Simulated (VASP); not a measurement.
An input for Ansatz (written as the equivalent of a VASP run, and not itself run):

Ansatz 0.2 input:
```yaml
crystal:
  lattice:
    - [2.9780420, 0.0000000, 0.0000000]
    - [0.0000000, 2.9780420, 0.0000000]
    - [0.0000000, 0.0000000, 2.9780420]
  atoms:
    - { symbol: Al, position: [0.5000000, 0.5000000, 0.5000000] }
    - { symbol: Ru, position: [0.0000000, 0.0000000, 0.0000000] }
kpoints:
  mp_grid: { grid: [14, 14, 14] }
hamiltonian:
  xc: pbe
  dispersion: d4
  pseudopotentials: { kind: paw }
scf:
  occupations: { method: tetrahedron }
  max_iter: 100
output: { forces: true, stress: true, eigenvalues: true }
```

**Question.** Translate this input to VASP (INCAR, KPOINTS, POSCAR, choice of POTCAR).

**Answer.** Several could match; the one computed here: 
POSCAR:
```
RuAl
2.9780420
  1.0000000092   0.0000000000   0.0000000000
  0.0000000000   1.0000000092   0.0000000000
  0.0000000000   0.0000000000   1.0000000092
Al Ru
1 1
Cartesian
  0.5000000046   0.5000000046   0.5000000046
  0.0000000000   0.0000000000   0.0000000000
```

### KPOINTS
```
Automatic mesh
0
Gamma
14 14 14
0 0 0
```

**INCAR**
```
SYSTEM = RuAl
PREC = Accurate
ENCUT = 520
EDIFF = 1E-7
NELM = 100
ALGO = Normal
LREAL = .FALSE.
LASPH = .TRUE.
ISMEAR = -5
GGA = PE
IVDW = 13
LMAXMIX = 4
LWAVE = .FALSE.
LCHARG = .TRUE.
LORBIT = 11
NEDOS = 601
ISIF = 2
```

POTCAR, in this order: Al Ru_pv (PBE.64 set). Program: vasp_std.

What does not carry over: each code has its own PAW files, so the cut-off isn't converted (ENCUT is set for VASP's; basis.ecutwfc is left out, and Ansatz then takes the one that its files recommend); Ansatz stops its SCF on the density residual and VASP on the energy change (EDIFF).

The compound is RuAl in the CsCl type structure. It was relaxed first.
